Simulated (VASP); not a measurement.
A run of VASP 6.6.1 is set up as follows.

File INCAR:

```
PREC = Accurate
ENCUT = 520
EDIFF = 1E-6
ISMEAR = -1
SIGMA = 0.05
LREAL = Auto
LASPH = T
NELM = 80
ALGO = Fast
ISIF = 2
LWAVE = F
LCHARG = F
GGA = PE
NBANDS = 42
```

File KPOINTS:

```
Automatic mesh
0
Gamma
  2 2 2
```

Contents of POSCAR:

```
NaLi16
1.0
    6.9800000000      0.0000000000      0.0000000000
    0.0000000000      6.9800000000      0.0000000000
    0.0000000000      0.0000000000      6.9800000000
Li Na
16 1
Direct
   -0.0851146132      0.2449713467     -0.2296991404
    0.2070916905      0.0065616046      0.0852865330
    0.0326074499      0.3443409742      0.0844985673
   -0.0724068768      0.1461318052      0.3598424069
    0.4103151862      0.3766905444      0.3136962751
    0.7570773639      0.4957306590      0.0422063037
    0.3842263610     -0.3044555874      0.2309455587
    0.7845558739      0.5256446991      0.4040257880
    0.2226504298      0.7115616046      0.9395415473
    0.1300143266      0.6060888252      0.5470343840
    0.3331805158      0.3157306590      0.9060028653
    0.4531805158      0.6008882521      0.6080515759
    1.0016618911      0.8445128940      0.3176074499
    0.6485386819     -0.0754441261      0.4890974212
    0.2146275072      1.0250143266      0.5683381089
    0.8168624642      0.7670773639      0.7306590258
    0.7048137536     -0.0040114613      0.1012464183
```

Potentials or basis: VASP PAW PBE potentials, release 64 (Li_sv, Na_pv).

The run is started by

```sh
$ cat potpaw_PBE.64/Li_sv/POTCAR potpaw_PBE.64/Na_pv/POTCAR > POTCAR
$ mpirun -np 1 vasp_std > vasp.out
```

**Question.** What does it give for the largest force?

**Answer.** 1.390 eV/Å.

**Question.** Estimate the band gap on the k mesh.

**Answer.** None (metal or under the smearing width).

Forces on the atoms (eV/Å):
```
Li  -0.161 -0.191 -0.656
Li   0.161  0.646  0.004
Li   0.761  0.469  0.733
Li   0.025  1.277  0.548
Li  -0.116 -1.160 -0.048
Li  -0.993  0.632 -0.267
Li   0.418  0.402  0.330
Li  -0.118 -0.174  0.189
Li  -0.477 -0.580 -0.821
Li  -0.512 -0.519  0.039
Li   0.701  0.125 -0.586
Li   0.661  0.019  0.779
Li   0.048 -1.243 -0.264
Li  -0.789  0.398 -0.071
Li   0.455 -0.010  0.326
Li   0.571 -0.090  0.625
Na  -0.635  0.000 -0.858
```

Caveat: the k mesh is coarse (spacing up to 0.45 Å⁻¹), so the values aren't converged.
